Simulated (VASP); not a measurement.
```
CELL_PARAMETERS angstrom
      0.00000     3.50764     3.50764
      3.50764     0.00000     3.50764
      3.50764     3.50764     0.00000
ATOMIC_POSITIONS crystal
  Rb 0.00000 0.00000 0.00000
  Br 0.50000 0.50000 0.50000
```

Level of theory: PW91 GGA, VASP's PBE PAW potentials (set 64) (plane waves; VASP 6.6.1). Settings: 520 eV cut-off, Gaussian smearing of 0.050 eV, potentials Rb_sv Br.

Task: Give the energies of bands 6 to 11 at the high-symmetry points, in eV from the valence-band maximum.

Result: 
```
band     Γ      X      U      L      W
----  ----  -----  -----  -----  -----
6     0.00  -0.45  -0.44  -0.87  -0.43
7     0.00  -0.15  -0.39  -0.30  -0.33
8     0.00  -0.15  -0.23  -0.30  -0.33
9     4.23   5.70   6.35   6.67   7.03
10    7.26   6.88   7.81   7.50   7.03
11    7.26   8.89   7.99   9.28   7.99
```

The gap is direct, 4.23 eV, from the valence maximum at Γ to the conduction minimum at Γ.

Measured: gap 7.20 eV (computed value off by -2.97 eV), as given by Aguado et al., (1998), arXiv:cond-mat/9809176.

The compound is RbBr in the rock salt structure. It was relaxed first, which changed the volume by +6 %.
